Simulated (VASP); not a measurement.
Given:

```
CELL_PARAMETERS angstrom
      0.00000     1.98830     1.98830
      1.98830     0.00000     1.98830
      1.98830     1.98830     0.00000
ATOMIC_POSITIONS crystal
  Al 0.00000 0.00000 0.00000
```

Method: RPBE GGA, VASP's PBE PAW potentials (set 64) (plane waves; VASP). Run with 520 eV cut-off, 15×15×15 Γ-centred mesh, first-order Methfessel-Paxton smearing of 0.10 eV, potentials Al.

Problem. The job: Al (fcc), 1 atom, RPBE, static run, 520 eV, 15×15×15 Γ-centred mesh. Roughly how much core time does it take on a busy server core?

Solution. About 20 core-seconds (one run on a shared machine, a rough figure). It had 120 irreducible k-points, 5 bands, up to 440 plane waves and 12 electronic steps.

The compound is Al in the fcc structure. This cell is one point of a volume scan, at 0.94 of the reference volume.
